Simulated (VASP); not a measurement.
All values below come from PBE GGA with D3 dispersion (Becke-Johnson damping), VASP's PBE PAW potentials (set 64) (plane waves; VASP).

The input files of a VASP run:

**INCAR**
```
LWAVE  =  .FALSE.
ALGO  =  Normal   ! blocked Davidson
LCHARG  =  .TRUE.
ENCUT  =  400
LORBIT  =  11   ! lm-projected
LASPH  =  .TRUE.
EDIFF  =  1E-7   ! SCF stop (eV)
ISMEAR  =  -5   ! tetrahedra, Bloechl
NEDOS  =  601   ! DOS grid
GGA  =  PE   ! PBE
SYSTEM  =  Se
LMAXMIX  =  4   ! l cut-off of mixed one-centre charges
LREAL  =  .FALSE.   ! projection in real space or not
ISIF  =  2   ! forces and stress, cell fixed
NELM  =  100   ! most electronic steps
IVDW  =  12   ! D3, Becke-Johnson
PREC  =  Accurate
```

File POSCAR:
```
Se
1
    4.0773409450    -0.0000000000    -0.0000000000
   -2.0386704725     3.5310806386    -0.0000000000
   -0.0000000000     0.0000000000     5.1317665380
Se
3
Direct
  0.2465516229   0.0000000000   0.3333330000
  0.0000000000   0.2465516229   0.6666670000
  0.7534483771   0.7534483771   1.0000000000
```

### KPOINTS
```
Automatic mesh
0
gamma
  7 7 5
0 0 0
```

POTCAR, in this order: Se (PBE.64 set). Program: vasp_std.

Estimate the energy per atom (σ→0), dispersion energy.

```json
{
  "energy per atom (σ→0)": "-3831 meV/atom",
  "dispersion_energy": "-1.062 eV"
}
```

File OSZICAR:
```
...
DAV:   8    -0.104291791683E+02    0.75350E-03   -0.10080E-02   842   0.715E-01    0.106E-01
DAV:   9    -0.104292685553E+02   -0.89387E-04   -0.27790E-04  1022   0.133E-01    0.318E-02
DAV:  10    -0.104292890036E+02   -0.20448E-04   -0.47273E-05   897   0.544E-02    0.863E-03
DAV:  11    -0.104292910695E+02   -0.20659E-05   -0.10954E-05   972   0.227E-02    0.381E-03
DAV:  12    -0.104292905788E+02    0.49068E-06   -0.26341E-06   872   0.116E-02    0.257E-03
DAV:  13    -0.104292904547E+02    0.12415E-06   -0.38732E-07   987   0.396E-03    0.383E-04
DAV:  14    -0.104292904291E+02    0.25592E-07   -0.26536E-08   466   0.120E-03
   1 F= -.11491711E+02 E0= -.11491711E+02  d E =0.000000E+00
```

The structure comes from a measured Se entry (P3_121) of the Crystallography Open Database, whose conditions weren't checked. It was relaxed first, which changed the volume by -6 %.
